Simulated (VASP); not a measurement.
```
CELL_PARAMETERS angstrom
     -1.56396     1.56396     1.56396
      1.56396    -1.56396     1.56396
      1.56396     1.56396    -1.56396
ATOMIC_POSITIONS crystal
  Mo 0.00000 0.00000 0.00000
```

All values below come from AM05 GGA, VASP's PBE PAW potentials (set 64) (plane waves; VASP). Run with 520 eV cut-off, 16×16×16 Γ-centred mesh, first-order Methfessel-Paxton smearing of 0.10 eV, potentials Mo_sv.

Question: The job: Mo (bcc), 1 atom, AM05, static run, 520 eV, 16×16×16 Γ-centred mesh. Roughly how much core time does it take on a busy server core?

Answer: About 10 core-seconds (one run on a shared machine, a rough figure). It had 145 irreducible k-points, 11 bands, up to 427 plane waves and 12 electronic steps.

The compound is Mo in the bcc structure. It was relaxed first.
